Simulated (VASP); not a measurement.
Here is the system:

```
CELL_PARAMETERS angstrom
      0.00000     2.86234     2.86234
      2.86234     0.00000     2.86234
      2.86234     2.86234     0.00000
ATOMIC_POSITIONS crystal
  Al 0.00000 0.00000 0.00000
  As 0.25000 0.25000 0.25000
```

Level of theory: optB88-vdW, VASP's PBE PAW potentials (set 64) (plane waves; VASP). Settings: 520 eV cut-off, Gaussian smearing of 0.050 eV, potentials Al As.

Q: Estimate the band gap (along the path) with the smallest direct gap where there is one.

A: 
| Quantity | Result |
|---|---|
| band gap (along the path) | 1.57 eV |
| smallest direct gap (along the path) | 1.77 eV |

The compound is AlAs in the zinc blende structure. It was relaxed first.
